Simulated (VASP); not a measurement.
Here is the system:

```
ZrN
1.0
    0.00000     2.32172     2.32172
    2.32172     0.00000     2.32172
    2.32172     2.32172     0.00000
Zr N
1 1
Cartesian
  0.00000   0.00000   0.00000
  2.32172   2.32172   2.32172
```

The numbers are results of PBEsol GGA, VASP's PBE PAW potentials (set 64) (plane waves; VASP 6.6.1), not measurements. Settings: 520 eV cut-off, 14×14×14 Γ-centred mesh, first-order Methfessel-Paxton smearing of 0.10 eV, potentials Zr_sv N.

Task: The job: ZrN (rock salt), 2 atoms, PBEsol, static run, 520 eV, 14×14×14 Γ-centred mesh. Roughly how much core time does it take on a busy server core?

Result: About 20 core-seconds (one run on a shared machine, a rough figure). It had 104 irreducible k-points, 12 bands, up to 692 plane waves and 14 electronic steps.

The compound is ZrN in the rock salt structure. This cell is one point of a volume scan, at 1.06 of the reference volume.
